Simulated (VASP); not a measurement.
Data:

```xyz
1
Lattice="0.0000 2.5500 2.5500 2.5500 0.0000 2.5500 2.5500 2.5500 0.0000" Properties=species:S:1:pos:R:3 pbc="T T T"
Gd     0.0000     0.0000     0.0000
```

Computed with r2SCAN meta-GGA, VASP's PBE PAW potentials (set 64) (plane waves; VASP 6.6.1). Run with 400 eV cut-off, 11×11×11 Γ-centred mesh, first-order Methfessel-Paxton smearing of 0.10 eV, potentials Gd_3.

The 4f electrons are frozen in the core of the lanthanide potential, so 4f levels, which can set the real gap, and their magnetism are missing.

Problem. The ions, cell shape and volume are relaxed. Which structure does the run end with?

Solution. 
```xyz
1
Lattice="0.0000 2.5348 2.5348 2.5348 0.0000 2.5348 2.5348 2.5348 0.0000" Properties=species:S:1:pos:R:3 pbc="T T T"
Gd     0.0000     0.0000     0.0000
```
Space group Fm-3m (225), at a tolerance of 0.03 Å.

Problem. How do energy and volume change from the first to the last step?

Solution. The energy (σ→0) changes by -1.3 meV/atom and the volume by -1.8 %, in 3 ionic steps.

```csv
step,E(σ→0) (eV),max force (eV/Å),pressure (GPa),volume (Å³)
1,-30.5863,0.000,-0.66,33.16
2,-30.5876,0.000,0.08,32.51
3,-30.5876,0.000,0.01,32.57
```

The structure was generated: Gd was put into the fcc type (Fm-3m), which need not be its known phase. This run relaxes it. Symmetry was kept, so distortions that lower it aren't found.
